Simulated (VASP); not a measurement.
Calculation: PBE GGA, VASP's PBE PAW potentials (set 64) (plane waves; VASP).

The input files of a VASP run:

KPOINTS:
```
Automatic mesh
0
Gamma
14 14 14
0 0 0
```

File POSCAR:
```
Nb
1
   -1.6526994059     1.6526994059     1.6526994059
    1.6526994059    -1.6526994059     1.6526994059
    1.6526994059     1.6526994059    -1.6526994059
Nb
1
Direct
  0.0000000000   0.0000000000   0.0000000000
```

### INCAR
```
# general
SYSTEM  = Nb
PREC    = Accurate
ENCUT   = 480
LREAL   = .FALSE.
LASPH   = .TRUE.

# electronic loop
EDIFF   = 1E-7
NELM    = 100
ALGO    = Normal
LMAXMIX = 4

# smearing
ISMEAR  = 1
SIGMA   = 0.1

# functional
GGA     = PE

# ions
IBRION  = 2
NSW     = 40
ISIF    = 3
EDIFFG  = -0.01
PSTRESS = 300

# output
LWAVE   = .FALSE.
LCHARG  = .FALSE.
```

POTCAR, in this order: Nb_sv (PBE.64 set). Program: vasp_std.

Energy and stress use the plane-wave basis of the starting cell.

### Question
Estimate the energy per atom (σ→0), volume per atom, band gap (on the k-mesh).

### Answer

```yaml
energy per atom (σ→0): -10.015 eV/atom
band gap (on the k-mesh): none (metal, semimetal or under 0.01 eV)
volume_per_atom: 15.76 Å³/atom
```

**OSZICAR**
```
...
DAV:   3    -0.100146394436E+02    0.57428E-03   -0.42025E-03  3184   0.746E-01    0.108E-01
DAV:   4    -0.100147781474E+02   -0.13870E-03   -0.13358E-04  2504   0.126E-01    0.572E-02
DAV:   5    -0.100149004276E+02   -0.12228E-03   -0.35840E-04  3414   0.135E-01    0.223E-02
DAV:   6    -0.100148995466E+02    0.88102E-06   -0.50010E-06  2436   0.316E-02    0.835E-03
DAV:   7    -0.100149001218E+02   -0.57527E-06   -0.17905E-06  3304   0.158E-02    0.150E-03
DAV:   8    -0.100149000201E+02    0.10173E-06   -0.34211E-08  1222   0.256E-03    0.338E-04
DAV:   9    -0.100149000557E+02   -0.35632E-07   -0.50620E-09  1100   0.967E-04
   5 F= -.70630073E+01 E0= -.70630219E+01  d E =-.233080E+00
```

The compound is Nb in the bcc structure. This run relaxes it under an external pressure of 30 GPa. Symmetry was kept, so distortions that lower it aren't found.
